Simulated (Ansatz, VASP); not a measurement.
# AlCo in two plane-wave programs, part 2 of 2

One calculation is typed for both programs; each brings its own data sets and cutoff. How far apart do they land?

VASP 6.6.1 and Ansatz 0.2.0.

So far: Starting point; VASP: relaxation of cell and atoms, PBEsol.

## (3) Ansatz: relaxation of cell and atoms, PBEsol

Level of this step: Ansatz beside VASP: Kohn-Sham DFT, plane waves, PBEsol (Ansatz).

Ansatz runs on its default PAW (the set named soft_2) files.

The same cell, functional, mesh and smearing now go to Ansatz, which takes its cutoff from its data sets.

input.yaml reads:

```yaml
crystal:
  lattice:
    - [2.81940321, 0.0, 0.0]
    - [0.0, 2.81940321, 0.0]
    - [0.0, 0.0, 2.81940321]
  atoms:
    - { symbol: Al, position: [0.0, 0.0, 0.0] }
    - { symbol: Co, position: [0.5, 0.5, 0.5], spin: 2.0 }
hamiltonian:
  xc: pbesol
  pseudopotentials: { kind: paw }
magnetization:
  spin_polarized: true
kpoints:
  mp_grid: { grid: [8, 8, 8] }
scf:
  occupations: { method: fermi_dirac, width: 0.05 }
relax:
  f_tol: 0.01
  max_steps: 60
  cell: { stress_tol: 0.05 }
output:
  forces: true
  stress: true
```

On the command line:

```console
> ansatz run input.yaml --threads 4 --pin off --max-ram 9216MiB --backend cpu --events-out ev --progress --plain --runs-dir out
```

Numbers of over 12 decimals in the logs are rounded to 6 here.

Output:

```text
Engine: ansatz 0.2.0, aarch64-unknown-linux-gnu
Pseudopotentials: kind: paw
Pseudopotential: Al, paw, valence charge 3, recommended cutoff 420 eV (normal), Al.paw.azcp
Pseudopotential: Co, paw, valence charge 17, recommended cutoff 420 eV (normal), Co.paw.azcp
Functional definition: PBEsol
  exchange = pbesol_x
  correlation = pbesol_c
Crystal: 2 atoms, lattice volume = 22.412 Å³
Basis set: ecut = 420 eV, 461 PW (Γ), exchange–correlation on 40×40×40 points (8 copies of the dense FFT grid, shifted against one another)
Bands: 15, of which v1, the nominal top of the filled ones, is band 10 counted from 1 (9 counted from 0)
Symmetry: 48 space group operations
Space group: Pm-3m (ITA 221), of the structure as read, at distance tolerance 2.8e-5 Å
Magnetic group: BNS 221.92 (UNI 1594), of the structure as read, at distance tolerance 2.8e-5 Å
k-points: 35 of 512
Non-local potential: Al, projectors of the file, l = 0: 2, l = 1: 2, l = 2: 1
Non-local potential: Co, projectors of the file, l = 0: 3, l = 1: 2, l = 2: 3, l = 3: 1
PAW form: soft (Blöchl's): semilocal exchange-correlation on the pseudo side does not see the compensation charge
PAW frozen core: Al, regenerated for the run's functional, and the local potential with it (the file was generated under x = pbe(κ = 0.804, μ = 0.219515), c = pbe(β = 0.066725))
PAW frozen core: Co, regenerated for the run's functional, and the local potential with it (the file was generated under x = pbe(κ = 0.804, μ = 0.219515), c = pbe(β = 0.066725))
PAW one-centre angular grid: Al, 110 points (default); XC on 64 Gauss nodes
PAW one-centre angular grid: Co, 590 points (default); XC on 64 Gauss nodes
Initial density: superposition of atomic densities (chi_scale 0.1, normalization cell)
Starting moments: Σ|m| = 2 μB on 1 of 2 sites
Initial wavefunctions: pseudopotential atomic-orbital guess
Functional: x = pbesol(κ = 0.804, μ = 0.123457), c = pbesol(β = 0.046)
SCF iter   1: F=—  HF=-5617.522378 eV  |F-HF|=—  |Δ(HF+E_count)|=         —  Δρ=9.09e-2 (↑9.09e-2 ↓3.83e-2)  dr2=1.90e0  dr2_m=2.60e-1  M=1.254 μB ∫|m|=1.640 μB  β_m=0.30  ethr=3.10e-3  ⟨swp⟩=4.7  Hψ=4862  notcnv=0
Mixer restart at iter 1: flushing history
preconditioner: auto → none  [insulator: Δε(μ)=0.131 eV  Ē_g=9.606 eV  σ=0.050 eV  W_gap=0.52  n_scr=6 (ndim 8)  ℏωp=27.2 eV  f_vac=0.000  D(μ)=1.13/eV (n_scr^D=6)  ε∞_Penn≈9.0]
SCF iter   2: F=—  HF=-5616.690331 eV  |F-HF|=—  |Δ(HF+E_count)|=   8.32e-1  Δρ=6.73e-2 (↑1.72e-2 ↓6.73e-2)  dr2=9.47e-1  dr2_m=2.09e-1  M=1.193 μB ∫|m|=1.523 μB  β_m=0.27  ethr=3.10e-3  ⟨swp⟩=3.0  Hψ=2618  notcnv=0  defer=35
SCF iter   3: F=—  HF=-5617.272178 eV  |F-HF|=—  |Δ(HF+E_count)|=   5.82e-1  Δρ=3.63e-2 (↑2.69e-2 ↓3.63e-2)  dr2=1.07e-1  dr2_m=1.89e-1  M=1.171 μB ∫|m|=1.494 μB  β_m=0.10  ethr=3.10e-3  ⟨swp⟩=2.7  Hψ=2062  notcnv=0  defer=28
SCF iter   4: F=—  HF=-5618.290323 eV  |F-HF|=—  |Δ(HF+E_count)|=         —  Δρ=1.90e-1 (↑1.90e-1 ↓1.21e-1)  dr2=7.66e-1  dr2_m=4.90e0  M=0.092 μB ∫|m|=0.199 μB  β_m=1.00  ethr=5.34e-4  ⟨swp⟩=2.2  Hψ=1794  notcnv=0  defer=29
Mixer restart at iter 4: flushing history
SCF iter   5: F=—  HF=-5621.038931 eV  |F-HF|=—  |Δ(HF+E_count)|=    2.75e0  Δρ=1.99e-1 (↑1.97e-1 ↓1.99e-1)  dr2=2.27e1  dr2_m=5.95e-4  M=0.128 μB ∫|m|=0.178 μB  β_m=0.63  ethr=2.50e-4  ⟨swp⟩=4.1  Hψ=3254  notcnv=0  defer=24
SCF iter   6: F=—  HF=-5636.258098 eV  |F-HF|=—  |Δ(HF+E_count)|=    1.52e1  Δρ=4.49e-1 (↑4.49e-1 ↓4.18e-1)  dr2=1.05e2  dr2_m=5.01e-2  M=0.004 μB ∫|m|=0.048 μB  β_m=0.41  ethr=2.50e-4  ⟨swp⟩=5.8  Hψ=4548  notcnv=0  defer=37  recentre
SCF iter   7: F=—  HF=-5618.744187 eV  |F-HF|=—  |Δ(HF+E_count)|=    1.75e1  Δρ=1.10e-2 (↑1.10e-2 ↓9.15e-3)  dr2=1.47e-2  dr2_m=1.62e-2  M=0.045 μB ∫|m|=0.087 μB  β_m=0.71  ethr=2.50e-4  ⟨swp⟩=4.7  Hψ=4343  notcnv=0  defer=14
SCF iter   8: F=—  HF=-5618.761520 eV  |F-HF|=—  |Δ(HF+E_count)|=   1.73e-2  Δρ=1.65e-2 (↑5.14e-3 ↓1.65e-2)  dr2=8.00e-2  dr2_m=7.15e-3  M=0.035 μB ∫|m|=0.064 μB  β_m=0.85  ethr=7.34e-5  ⟨swp⟩=2.1  Hψ=2616  notcnv=0  defer=30
SCF iter   9: F=—  HF=-5618.771543 eV  |F-HF|=—  |Δ(HF+E_count)|=   1.00e-2  Δρ=4.62e-3 (↑4.62e-3 ↓1.82e-3)  dr2=6.20e-3  dr2_m=4.20e-4  M=0.010 μB ∫|m|=0.019 μB  β_m=0.93  ethr=7.34e-5  ⟨swp⟩=2.3  Hψ=2544  notcnv=0  defer=31
SCF iter  10: F=—  HF=-5618.771191 eV  |F-HF|=—  |Δ(HF+E_count)|=   3.52e-4  Δρ=1.31e-3 (↑1.31e-3 ↓3.10e-4)  dr2=4.46e-4  dr2_m=6.61e-5  M=0.004 μB ∫|m|=0.007 μB  β_m=0.96  ethr=3.10e-5  ⟨swp⟩=2.1  Hψ=1409  notcnv=0  defer=32
SCF iter  11: F=—  HF=-5618.771179 eV  |F-HF|=—  |Δ(HF+E_count)|=   1.17e-5  Δρ=2.06e-4 (↑1.58e-4 ↓2.06e-4)  dr2=8.19e-6  dr2_m=2.76e-7  M=0.000 μB ∫|m|=0.001 μB  β_m=0.98  ethr=2.23e-6  ⟨swp⟩=2.0  Hψ=1295  notcnv=0  defer=32
SCF iter  12: F=—  HF=-5618.771177 eV  |F-HF|=—  |Δ(HF+E_count)|=   2.65e-6  Δρ=2.13e-4 (↑2.13e-4 ↓6.19e-5)  dr2=4.61e-6  dr2_m=1.98e-6  M=-0.001 μB ∫|m|=0.001 μB  β_m=0.99  ethr=4.09e-8  ⟨swp⟩=2.5  Hψ=1672  notcnv=0  defer=32
SCF iter  13: F=—  HF=-5618.771173 eV  |F-HF|=—  |Δ(HF+E_count)|=   3.94e-6  Δρ=3.36e-5 (↑7.61e-6 ↓3.36e-5)  dr2=2.25e-7  dr2_m=3.89e-8  M=0.000 μB ∫|m|=0.000 μB  β_m=1.00  ethr=2.30e-8  ⟨swp⟩=2.1  Hψ=1679  notcnv=0  defer=32
SCF iter  14: F=—  HF=-5618.771173 eV  |F-HF|=—  |Δ(HF+E_count)|=   4.09e-9  Δρ=2.91e-6 (↑2.57e-6 ↓2.91e-6)  dr2=4.47e-9  dr2_m=1.56e-11  M=-0.000 μB ∫|m|=0.000 μB  β_m=1.00  ethr=1.12e-9  ⟨swp⟩=2.5  Hψ=1698  notcnv=0  defer=32
SCF iter  15: F=-5618.771173 eV  HF=-5618.771173 eV  |F-HF|=7.09e-11  |Δ(HF+E_count)|=  2.82e-10  Δρ=4.61e-7 (↑4.61e-7 ↓2.72e-7)  dr2=8.13e-11  dr2_m=2.23e-12  M=-0.000 μB ∫|m|=0.000 μB  ethr=2.24e-11  ⟨swp⟩=1.9  Hψ=2891  notcnv=0
WARN: the starting moments were not kept: the SCF closed with an absolute magnetisation of 2.8e-6 μB, where they sum to 2 μB in size (1 site). That is at most 0.1 of that sum. Measured as dr2_m measures the in/out step, that magnetisation stands 1.6e-11 eV from none, at or under the dr2_threshold of 1.0e-7 eV: it is no larger than a step whose dr2_m would equal this threshold. The system may hold no moment; this SCF  [...]
SCF 1 converged in 15 iterations: F = -5618.771173 eV  dr2 = 8.13e-11
  greatest PAW one-centre occupation: 1.001 electrons in one spin orbital (limit 2), on the Co atom at site 1 (counted from 0), in its partial waves of l = 1
relax step   1: F+E_penalty+E_count = -5618.77117268 eV  Δ(F+E_penalty+E_count) = +0.000e0 eV  max|allowed force component| = 4.211e-28 eV/Å  Δτ_max = 0.0000 Å  P = +0.756 GPa  Ω = 22.412 Å³  (15 SCF iters, dr2 threshold 1.00e-7 eV, accepted)
[...]
relax step   2: F+E_penalty+E_count = -5618.77129960 eV  Δ(F+E_penalty+E_count) = -1.269e-4 eV  max|allowed force component| = 1.676e-29 eV/Å  Δτ_max = 0.0000 Å  P = +0.333 GPa  Ω = 22.460 Å³  energy of the carried Pulay correction = -3.690e-5 eV  (8 SCF iters, dr2 threshold 2.00e-7 eV, accepted)
[...]
relax step   3: F+E_penalty+E_count = -5618.77131000 eV  Δ(F+E_penalty+E_count) = -1.040e-5 eV  max|allowed force component| = 4.224e-30 eV/Å  Δτ_max = 0.0000 Å  P = +0.001 GPa  Ω = 22.498 Å³  energy of the carried Pulay correction = -6.605e-5 eV  (8 SCF iters, dr2 threshold 2.00e-7 eV, accepted)
[...]
relax step   4: F+E_penalty+E_count = -5618.77138485 eV  Δ(F+E_penalty+E_count) = -7.484e-5 eV  max|allowed force component| = 8.316e-30 eV/Å  Δτ_max = 0.0000 Å  P = +0.005 GPa  Ω = 22.498 Å³  stress off target by 4.78e-3 GPa  SCF on the basis re-selected at this cell (its energy is not comparable with the rows above)  (8 SCF iters)
basis re-selected at this cell: Δ(F+E_penalty+E_count) = -7.484e-5 eV, ΔP = +0.004 GPa vs the last step (what re-selecting the basis moved, of the pressure what is left beyond the Pulay correction that the steps carried, after the strain that the cell walked since its last selection, with what the two solves' SCF thresholds leave and, on support functions, any second-order correction that the steps lacked; it is no m [...]
SCF converged after 8 iterations
Magnetization: 0.0000 μB (10.0000 up, 10.0000 down)
Absolute magnetization: 0.0000 μB (∫|ρ↑−ρ↓|, with the PAW one-centre terms)
Spin contamination: 0.0000 ħ² per cell (⟨S²⟩ above its minimum at these occupations)
Per-site moments (μB) at R_I (Å): [(-1.7668319142916626e-9, 1.008484), (2.4281689682426688e-8, 1.008484)]
Free energy (F): -5618.771385 eV
Harris-Foulkes:  -5618.771385 eV  (|F-HF|=1.82e-12)
Internal energy: -5618.763137 eV  (E = F + TS)
E sigma→0 (E₀):  -5618.767261 eV
Entropy (-TS):   -0.008248 eV (-4.124 meV/atom)
Fermi energy:    14.836762 eV
--- Per-component energies (eV) ---
  E_band       = -276.487237
  E_kinetic    = 484.907120
  E_local      = -3637.915066  (includes V_loc(G=0)·N_el)
  E_nonlocal   = 468.481785
  E_hartree    = 1570.580372
  E_xc         = -199.687209
  E_vxc        = -236.974601  (∫ρ·V_xc dr)
  E_paw        = -1940.326750  (= ΣΔE_a)
  E_vpaw       = -496.147312  (= ΣTr[D̂ρ^β])
  E_aug_tail   = 0.000050  (compensation charges beyond the density's cutoff)
  E_ewald      = -2365.010999
  E_core_change = 0.207558  (= ΣΔE_core)
  E_smearing   = -0.008248  (= −TS)
  E_closure    = -0.000000  (closes the sum)
  Σ components = -5618.771385   (vs F -5618.771385, Δ=0.00e0)
--- Forces (eV/Å), atoms counted from 1 ---
  atom   1  Al    -0.00000000     0.00000000    -0.00000000
  atom   2  Co     0.00000000     0.00000000     0.00000000
  max |Σ_I F_I| component: 1.70e-29 eV/Å
--- Stress (GPa, compression-positive) ---
        0.004780       0.000000       0.000000
        0.000000       0.004780       0.000000
        0.000000       0.000000       0.004780
  P = ⅓ Tr σ = 0.0048 GPa (0.048 kbar)
--- Relaxed structure (3 steps of the walk, 3 accepted, 1 SCFs on fresh bases) ---
  F+E_penalty+E_count = -5618.77138485 eV   max|allowed force component| = 8.316e-30 eV/Å   (the final SCF, on the basis selected at the relaxed cell)
  cell:  # Å, volume = 22.4980 Å³
    - [2.823024, 0, 0]
    - [0, 2.823024, 0.0]
    - [0, 0.0, 2.823024]
  atoms:
    - { symbol: Al, position: [0, 0, 0] }
    - { symbol: Co, position: [0.5, 0.5, 0.5] }
```

Run time: 2.4 s. Hardware: 4 threads of Arm Neoverse V2, shared host; peak memory 0.3 GiB; 7.6 s of CPU time.

## (4) Side by side

Known differences besides the potentials themselves: both relaxations stop at a tolerance, which leaves soft axes loose, and VASP keeps its plane-wave basis; the data sets hold 20 valence electrons in Ansatz (default PAW (the set named soft_2) files) and 12 in VASP; the cutoff is 420 eV in Ansatz and 520 eV in VASP; Ansatz makes its cores anew for this functional, VASP keeps those of its PBE data sets; VASP leaves aspherical gradient terms in its spheres out (LASPH is not set), Ansatz keeps them; Ansatz adds a Pulay correction to the stress that steers its cell, VASP none. Total energies have different zeros and are not compared.

Both answers:

```csv
quantity,Ansatz,VASP,difference
volume (Å³),22.50,22.51,-0.05 %
"edge a after relaxation, in the typed setting (Å)",2.823,2.824,-0.02 %
```

The walks stopped with 0.00 GPa left in Ansatz and 0.01 GPa in VASP; each walk ends within a tolerance, so the volume difference is uncertain by about these residues over the bulk modulus, most in soft cells.

## (5) VASP: relaxation of cell and atoms, r2SCAN

The relaxed volume is the usual yardstick between codes: its relative difference is about their pressure difference at one cell divided by the bulk modulus.

INCAR reads:

```
SYSTEM = AlCo
PREC = Accurate
ENCUT = 520
EDIFF = 1E-06
NELM = 100
ISMEAR = -1
SIGMA = 0.05
LREAL = .FALSE.
ALGO = Normal
METAGGA = R2SCAN
LASPH = .TRUE.
NBANDS = 13
ISPIN = 2
MAGMOM = 0 2
LMAXMIX = 4
LORBIT = 11
LWAVE = .FALSE.
LCHARG = .FALSE.
KPAR = 2
IBRION = 2
NSW = 60
ISIF = 3
EDIFFG = -0.01
```

POSCAR reads:

```
AlCo
1.0
    2.8194032100      0.0000000000      0.0000000000
    0.0000000000      2.8194032100      0.0000000000
    0.0000000000      0.0000000000      2.8194032100
Al Co
1 1
Direct
    0.0000000000      0.0000000000      0.0000000000
    0.5000000000      0.5000000000      0.5000000000
```

KPOINTS reads:

```
Automatic mesh
0
Gamma
8 8 8
0 0 0
```

Potentials, in the order of the species: Al and Co (PBE family, release 64).

On the command line:

```console
> mpirun -np 2 vasp_std
```

Output:

```text
[banner, memory and clock lines left out]
running    2 mpi-ranks, on    1 nodes
[...]
[... a notice as in an earlier step ...]

 LDA part: xc-table for (None), standard interpolation
 POSCAR, INCAR and KPOINTS ok, starting setup
[...]
entering main loop
       N       E                     dE             d eps       ncg     rms          rms(c)
DAV:   1     0.288047329275E+02    0.28805E+02   -0.53886E+03  1820   0.101E+03
DAV:   2    -0.220853808935E+02   -0.50890E+02   -0.46713E+02  1905   0.180E+02
DAV:   3    -0.237711210894E+02   -0.16857E+01   -0.16667E+01  2231   0.387E+01
DAV:   4    -0.237966016084E+02   -0.25481E-01   -0.25473E-01  2146   0.425E+00
[...]
DAV:  14    -0.210814371012E+02   -0.14532E-05   -0.55610E-06  1686   0.220E-02    0.130E-02
DAV:  15    -0.210814390923E+02   -0.19912E-05   -0.22622E-06  1311   0.132E-02    0.260E-03
DAV:  16    -0.210814394521E+02   -0.35978E-06   -0.38130E-07  1005   0.626E-03
   1 F= -.21081439E+02 E0= -.21078169E+02  d E =-.210814E+02  mag=     0.1465
[...]
DAV:   8    -0.210814813777E+02   -0.12969E-05   -0.56878E-07   935   0.897E-03    0.133E-03
DAV:   9    -0.210814813001E+02    0.77571E-07   -0.96923E-08   925   0.422E-03
   2 F= -.21081481E+02 E0= -.21078189E+02  d E =-.418480E-04  mag=     0.1480
 trial-energy change:   -0.000042  1 .order   -0.000007   -0.001144    0.001131
 step:   0.5261(harm=  0.5029)  dis= 0.00000  next Energy=   -21.081745 (dE=-0.306E-03)
[...]
N       E                     dE             d eps       ncg     rms          rms(c)
DAV:   1    -0.210852773261E+02   -0.37959E-02   -0.41611E-02  1980   0.310E+00    0.528E-01
DAV:   2    -0.210890513055E+02   -0.37740E-02   -0.10631E-01  2105   0.425E+00    0.663E-01
DAV:   3    -0.210817912532E+02    0.72601E-02   -0.41173E-02  2095   0.265E+00    0.672E-02
DAV:   4    -0.210817660516E+02    0.25202E-04   -0.17541E-04  1980   0.112E-01    0.418E-02
DAV:   5    -0.210817483089E+02    0.17743E-04   -0.49797E-05  2525   0.754E-02    0.102E-02
DAV:   6    -0.210817471683E+02    0.11405E-05   -0.61579E-06  1218   0.280E-02    0.442E-03
DAV:   7    -0.210817463268E+02    0.84153E-06   -0.67698E-07   915   0.120E-02
   3 F= -.21081746E+02 E0= -.21078465E+02  d E =-.306875E-03  mag=     0.1473
[...]
reached required accuracy - stopping structural energy minimisation
```

OUTCAR, selected parts (step 5):

```text
  Total       -0.0041090     -0.0041090     -0.0041090     -0.0000000      0.0000000     -0.0000000
  in kB       -0.2923501     -0.2923501     -0.2923501     -0.0000000      0.0000000     -0.0000000
  external PRESSURE =      -0.2923501 kB  Pullay stress =       0.0000000 kB

 POSITION                                       TOTAL-FORCE (eV/Angst)
 -----------------------------------------------------------------------------------
      0.00000      0.00000      0.00000        -0.000000      0.000000      0.000000
      1.41195      1.41195      1.41195         0.000000     -0.000000      0.000000
 -----------------------------------------------------------------------------------
    total drift:                                0.000000     -0.000000     -0.000000

  FREE ENERGIE OF THE ION-ELECTRON SYSTEM (eV)
  ---------------------------------------------------
  free  energy   TOTEN  =       -21.0817463268 eV

  energy  without entropy=      -21.0751842215  energy(sigma->0) =      -21.07846527

 magnetization (x)
# of ion       s       p       d       tot
------------------------------------------
    1       -0.002  -0.008   0.000  -0.009
    2       -0.002  -0.016   0.226   0.208
--------------------------------------------------
tot         -0.004  -0.023   0.226   0.199

[... 2 parts as in an earlier step ...]

[... 2 further parts left out ...]
[key lines of the parts left out:]
E-fermi :  10.7780
```

The cell holds one magnetic atom, so no antiferromagnetic order fits into it. SCAN-type functionals tend to overstate the moments of itinerant magnets.

## (6) Ansatz: relaxation of cell and atoms, r2SCAN

The same cell, functional, mesh and smearing now go to Ansatz, which takes its cutoff from its data sets.

input.yaml, as its differences from that of step 3:

```diff
@@ -9,3 +9,3 @@
 hamiltonian:
-  xc: pbesol
+  xc: r2scan
   pseudopotentials: { kind: paw }
```

On the command line:

```console
> ansatz run input.yaml --threads 4 --pin off --max-ram 9216MiB --backend cpu --events-out ev --progress --plain --runs-dir out
```

Output:

```text
[...]
Crystal: 2 atoms, lattice volume = 22.412 Å³
Basis set: ecut = 500 eV, 587 PW (Γ), exchange–correlation on 96×96×96 points (64 copies of the dense FFT grid, shifted against one another)
Bands: 15, of which v1, the nominal top of the filled ones, is band 10 counted from 1 (9 counted from 0)
Symmetry: 48 space group operations
[...]
-0.000000       0.010552      -0.000000
       -0.000000      -0.000000       0.010552
  P = ⅓ Tr σ = 0.0106 GPa (0.106 kbar)
--- Relaxed structure (3 steps of the walk, 3 accepted, 1 SCFs on fresh bases) ---
[...]
cell:  # Å, volume = 22.5497 Å³
    - [2.825183, 0, 0]
    - [0, 2.825183, 0]
    - [0, 0, 2.825183]
  atoms:
    - { symbol: Al, position: [0, 0, 0] }
    - { symbol: Co, position: [0.5, 0.5, 0.5] }
[key lines of the parts left out:]
SCF converged after 10 iterations
Magnetization: 0.1447 μB (10.0723 up, 9.9277 down)
Free energy (F): -5673.024385 eV
Fermi energy:    14.775741 eV
```

Run time: 5.7 s. Hardware: 4 threads; peak memory 0.38 GiB.

## (7) Side by side

What differs besides the data sets and the points named for the pairs above, as far as they apply: VASP keeps PBE cores, Ansatz makes them for the functional; the cutoff is 500 eV in Ansatz and 520 eV in VASP; site moments are counted in spheres of each program's own size. Total energies have different zeros and are not compared.

Compared:

```csv
quantity,Ansatz,VASP,difference
volume (Å³),22.55,22.52,+0.14 %
"edge a after relaxation, in the typed setting (Å)",2.825,2.824,+0.05 %
total moment (μB),0.14,0.15,0.00
moment on Co2 (μB),0.22,0.21,+0.01
```

The walks stopped with 0.01 GPa left in Ansatz and -0.03 GPa in VASP; each walk ends within a tolerance, so the volume difference is uncertain by about these residues over the bulk modulus, most in soft cells.

## (8) Results

* difference in volume (relaxation of cell and atoms, PBEsol): -0.055 %
* difference in volume (relaxation of cell and atoms, r2SCAN): 0.14 %

In words: The difference in volume is 0.14 % (relaxation of cell and atoms, r2SCAN), within the 1.2 % picked in this series as the mark of a large difference, as far as the stopping tolerances let one tell. Such differences can come from data sets, numerical settings and the points named under the comparisons, not from the functional's error against experiment.

[Lines on the potential files, build, host, timing and source positions are cut from VASP's logs without a mark.]

[Logs are printed without paths, hosts, clocks, repeated set-up lines and the standing remarks that a program may print on its own settings, such as how far it seeks lower states.]

[Hosts, paths, dates, database ids (printed as entryN), source tags and the programs' standing remarks are cut or masked in the printed files.]
